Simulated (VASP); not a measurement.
Computed with vdW-DF2, VASP's PBE PAW potentials (set 64) (plane waves; VASP).

The input files of a VASP run:

POSCAR:
```
Ru
1.0
  1.4115880484  -2.4449423914   0.0000000000
  1.4115880484   2.4449423914   0.0000000000
  0.0000000000   0.0000000000   4.4330682662
Ru
2
Direct
  0.3333330000   0.6666670000   0.2500000000
  0.6666670000   0.3333330000   0.7500000000
```

INCAR:
```
SYSTEM = Ru
PREC = Accurate
ENCUT = 520
EDIFF = 1E-7
NELM = 100
ALGO = Normal
LREAL = .FALSE.
LASPH = .TRUE.
ISMEAR = 1
SIGMA = 0.1
GGA = ML
ZAB_VDW = -1.8867
LUSE_VDW = .TRUE.
AGGAC = 0.0
LMAXMIX = 4
LWAVE = .FALSE.
LCHARG = .FALSE.
ISIF = 4
IBRION = 2
NSW = 30
EDIFFG = -0.01
```

**KPOINTS**
```
Automatic mesh
0
Gamma
15 15 8
0 0 0
```

POTCAR, in this order: Ru_pv (PBE.64 set). Program: vasp_std.

Output of the run:

### OUTCAR
```
 ion  position               nearest neighbor table
   1  0.333  0.667  0.250-   2 2.75   2 2.75   2 2.75   2 2.75   2 2.75   2 2.75
   2  0.667  0.333  0.750-   1 2.75   1 2.75   1 2.75   1 2.75   1 2.75   1 2.75
  LATTYP: Found a hexagonal cell.
 ALAT       =     2.8231762459
 C/A-ratio  =     1.5702414161
 Subroutine PRICEL returns:
 Original cell was already a primitive cell.
 Subroutine GETGRP returns: Found 24 space group operations
The static configuration has the point symmetry D_3d.
 The point group associated with its full space group is D_6h.
The dynamic configuration has the point symmetry D_3d.
 Subroutine INISYM returns: Found 24 space group operations
 Subroutine IBZKPT returns following result:
 Found    135 irreducible k-points:

 Following reciprocal coordinates:
            Coordinates               Weight
  0.000000  0.000000  0.000000      1.000000
  0.066667  0.000000  0.000000      6.000000
  0.133333 -0.000000  0.000000      6.000000
  0.200000  0.000000  0.000000      6.000000
  0.266667 -0.000000  0.000000      6.000000
  0.333333  0.000000  0.000000      6.000000
  0.400000  0.000000  0.000000      6.000000
...
```

File OSZICAR:
```
       N       E                     dE             d eps       ncg     rms          rms(c)
DAV:   1     0.291730279160E+03    0.29173E+03   -0.18304E+04  4876   0.170E+03
DAV:   2    -0.430905243724E+01   -0.29604E+03   -0.29077E+03  5170   0.487E+02
DAV:   3    -0.107421491247E+02   -0.64331E+01   -0.61971E+01  5198   0.763E+01
DAV:   4    -0.108147076515E+02   -0.72559E-01   -0.72399E-01  5940   0.696E+00
DAV:   5    -0.108157314793E+02   -0.10238E-02   -0.10238E-02  5320   0.777E-01    0.118E+01
DAV:   6    -0.984637873578E+01    0.96935E+00   -0.30421E+00  4892   0.175E+01    0.271E+00
DAV:   7    -0.980853865428E+01    0.37840E-01   -0.12418E-01  4974   0.320E+00    0.911E-01
DAV:   8    -0.980530637466E+01    0.32323E-02   -0.98122E-03  4888   0.122E+00    0.451E-02
DAV:   9    -0.980549633984E+01   -0.18997E-03   -0.19586E-04  6398   0.143E-01    0.388E-02
DAV:  10    -0.980553534214E+01   -0.39002E-04   -0.89062E-05  4896   0.106E-01    0.341E-03
DAV:  11    -0.980553542796E+01   -0.85821E-07   -0.12708E-06  5902   0.102E-02    0.135E-03
DAV:  12    -0.980553571958E+01   -0.29162E-06   -0.11435E-07  2766   0.341E-03    0.396E-04
DAV:  13    -0.980553598001E+01   -0.26043E-06   -0.11942E-08  2464   0.120E-03    0.135E-04
DAV:  14    -0.980553606790E+01   -0.87884E-07   -0.35636E-09  2456   0.625E-04
   1 F= -.98055361E+01 E0= -.98053140E+01  d E =-.980554E+01
       N       E                     dE             d eps       ncg     rms          rms(c)
DAV:   1    -0.980820019994E+01   -0.26642E-02   -0.10275E-01  4906   0.277E+00    0.316E-01
DAV:   2    -0.980608329247E+01    0.21169E-02   -0.30748E-03  4908   0.503E-01    0.127E-01
DAV:   3    -0.980566100654E+01    0.42229E-03   -0.14062E-03  5790   0.250E-01    0.276E-02
DAV:   4    -0.980566194128E+01   -0.93474E-06   -0.43603E-05  5764   0.762E-02    0.145E-02
DAV:   5    -0.980565807512E+01    0.38662E-05   -0.41049E-06  6004   0.159E-02    0.460E-03
DAV:   6    -0.980565742734E+01    0.64778E-06   -0.27963E-07  3802   0.563E-03    0.104E-03
DAV:   7    -0.980565733601E+01    0.91323E-07   -0.23017E-08  2466   0.144E-03
   2 F= -.98056573E+01 E0= -.98054790E+01  d E =-.121268E-03
       N       E                     dE             d eps       ncg     rms          rms(c)
DAV:   1    -0.980579342136E+01   -0.13599E-03   -0.50749E-03  4910   0.616E-01    0.700E-02
DAV:   2    -0.980568693439E+01    0.10649E-03   -0.15085E-04  4906   0.113E-01    0.284E-02
DAV:   3    -0.980566727538E+01    0.19659E-04   -0.70562E-05  5762   0.561E-02    0.621E-03
DAV:   4    -0.980566709141E+01    0.18397E-06   -0.22369E-06  5700   0.173E-02    0.324E-03
DAV:   5    -0.980566787341E+01   -0.78200E-06   -0.20743E-07  3648   0.352E-03    0.103E-03
DAV:   6    -0.980566801925E+01   -0.14584E-06   -0.21284E-08  2456   0.144E-03    0.221E-04
DAV:   7    -0.980566804304E+01   -0.23790E-07   -0.39660E-09  2448   0.500E-04
   3 F= -.98056680E+01 E0= -.98054779E+01  d E =-.131975E-03
```

**OUTCAR**
```
------------------------ aborting loop because EDIFF is reached ----------------------------------------
  FORCE on cell =-STRESS in cart. coord.  units (eV):
  Direction    XX          YY          ZZ          XY          YZ          ZX
  --------------------------------------------------------------------------------------
  Total       -1.2974357     -1.2974359     -1.2968850      0.0000000     -0.0000000      0.0000000
  in kB      -67.9337231    -67.9337322    -67.9048881      0.0000000     -0.0000000      0.0000000
  external PRESSURE =     -67.9241144 kB  Pullay stress =       0.0000000 kB
  volume of cell :       30.60
      direct lattice vectors                 reciprocal lattice vectors
     1.410308794 -2.442726648  0.000000000     0.354532286 -0.204689297  0.000000000
     1.410308794  2.442726648 -0.000000000     0.354532286  0.204689297  0.000000000
    -0.000000000  0.000000000  4.441114173     0.000000000  0.000000000  0.225168721
 POSITION                                       TOTAL-FORCE (eV/Angst)
 -----------------------------------------------------------------------------------
      1.41031      0.81424      1.11028         0.000000     -0.000000      0.000000
      1.41031     -0.81424      3.33084        -0.000000      0.000000      0.000000
 -----------------------------------------------------------------------------------
    total drift:                                0.000021      0.000567     -0.000046
  FREE ENERGIE OF THE ION-ELECTRON SYSTEM (eV)
  ---------------------------------------------------
  free  energy   TOTEN  =        -9.8056680430 eV

  energy  without entropy=       -9.8050974687  energy(sigma->0) =       -9.80547785

 reached required accuracy - stopping structural energy minimisation
```
(Selected blocks of OUTCAR.)

CONTCAR:
```
Ru
   1.00000000000000
     1.4103087936972067   -2.4427266484511696    0.0000000000000000
     1.4103087936972067    2.4427266484511696   -0.0000000000000000
    -0.0000000000000000    0.0000000000000000    4.4411141729744594
  Ru
     2
Direct
     0.3333330000000032    0.6666669999999968    0.2500000000000000
     0.6666669999999968    0.3333330000000032    0.7500000000000000
```

The compound is Ru in the hcp structure. This cell is one point of a volume scan, at 1.03 of the reference volume. Symmetry was kept, so distortions that lower it aren't found.
